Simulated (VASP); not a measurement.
All values below come from modified Becke-Johnson potential (mBJ), VASP's PBE PAW potentials (set 64) (plane waves; VASP).

VASP ran on this input.

File KPOINTS:
```
Automatic mesh
0
Gamma
6 6 6
0 0 0
```

INCAR:
```
SYSTEM = Li2S
PREC = Accurate
ENCUT = 520
EDIFF = 1E-6
NELM = 200
ALGO = Normal
LREAL = .FALSE.
LASPH = .TRUE.
ISMEAR = 0
SIGMA = 0.05
METAGGA = MBJ
LMIXTAU = .TRUE.
LWAVE = .FALSE.
LCHARG = .FALSE.
ISIF = 0
```

File POSCAR:
```
Li2S
1
    0.0000000000     2.8548365998     2.8548365998
    2.8548365998     0.0000000000     2.8548365998
    2.8548365998     2.8548365998     0.0000000000
Li S
2 1
Direct
  0.2500000000   0.2500000000   0.2500000000
  0.7500000000   0.7500000000   0.7500000000
  0.0000000000   0.0000000000   1.0000000000
```

### KPOINTS_OPT
```
k-points along high-symmetry lines
11
Line-mode
Reciprocal
  0.000000   0.000000   0.000000 ! GAMMA
  0.500000   0.000000   0.500000 ! X

  0.500000   0.000000   0.500000 ! X
  0.625000   0.250000   0.625000 ! U

  0.375000   0.375000   0.750000 ! K
  0.000000   0.000000   0.000000 ! GAMMA

  0.000000   0.000000   0.000000 ! GAMMA
  0.500000   0.500000   0.500000 ! L

  0.500000   0.500000   0.500000 ! L
  0.500000   0.250000   0.750000 ! W

  0.500000   0.250000   0.750000 ! W
  0.500000   0.000000   0.500000 ! X
```

POTCAR, in this order: Li_sv S (PBE.64 set). Program: vasp_std. Read from the step before: WAVECAR.

**Question.** What will the output report for the number of irreducible k-points (NKPTS), largest plane-wave count, number of space-group operations, FFT grid (NGX, NGY, NGZ)?

**Answer.** 
* **number of irreducible k-points (NKPTS)**: 16
* **largest plane-wave count**: 1272
* **number of space-group operations**: 48
* **FFT grid (NGX, NGY, NGZ)**: 30 × 30 × 30

The compound is Li2S in the antifluorite structure. It was relaxed first. The cell's shape comes from a PBE relaxation.
